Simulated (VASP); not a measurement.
A convergence study with VASP on CdO (rock salt): one setting is varied, all else stays as given below, so the limit is that of these other settings. Each run relaxes cell and ions from the cell shown.

```yaml
crystal:
  lattice:
    - [0.00000, 2.35000, 2.35000]
    - [2.35000, 0.00000, 2.35000]
    - [2.35000, 2.35000, 0.00000]
  atoms:
    - { symbol: Cd, position: [0.00000, 0.00000, 0.00000] }
    - { symbol: O, position: [0.50000, 0.50000, 0.50000] }
```

All values below come from PBE GGA, VASP's PBE PAW potentials (set 64) (plane waves; VASP). The tightest run used: 700 eV cut-off, 14×14×14 Γ-centred mesh, Gaussian smearing of 0.050 eV, potentials Cd O.

Q: The settings run are 2×2×2 mesh; 3×3×3 mesh; 4×4×4 mesh; 5×5×5 mesh; 6×6×6 mesh; 7×7×7 mesh; 9×9×9 mesh; 10×10×10 mesh; 11×11×11 mesh; 12×12×12 mesh; 13×13×13 mesh; 14×14×14 mesh. From which on does the relaxed volume stay within 0.1 Å³/atom of the tightest run?

A: From 4×4×4 mesh on: it is off by 0.031 there and by no more than 0.1 in any finer run, while 3×3×3 mesh is off by 0.142.
```tsv
setting	relaxed volume (Å³/atom)	E (eV/atom)	irreducible k-points	difference judged (Å³/atom)
2×2×2 mesh	14.434	-3.3899	3	0.783
3×3×3 mesh	13.793	-3.8039	4	0.142
4×4×4 mesh	13.681	-3.8552	8	0.031
5×5×5 mesh	13.664	-3.8629	10	0.014
6×6×6 mesh	13.656	-3.8653	16	0.005
7×7×7 mesh	13.654	-3.8654	20	0.004
9×9×9 mesh	13.652	-3.8654	35	0.001
10×10×10 mesh	13.652	-3.8653	47	0.001
11×11×11 mesh	13.652	-3.8652	56	0.001
12×12×12 mesh	13.651	-3.8651	72	0.000
13×13×13 mesh	13.651	-3.8651	84	0.001
14×14×14 mesh	13.651	-3.8650	104	0.000
```

Left out are rungs that failed or repeat a setting and relaxations that didn't move; long series are thinned to 24 rows.

The compound is CdO in the rock salt structure.
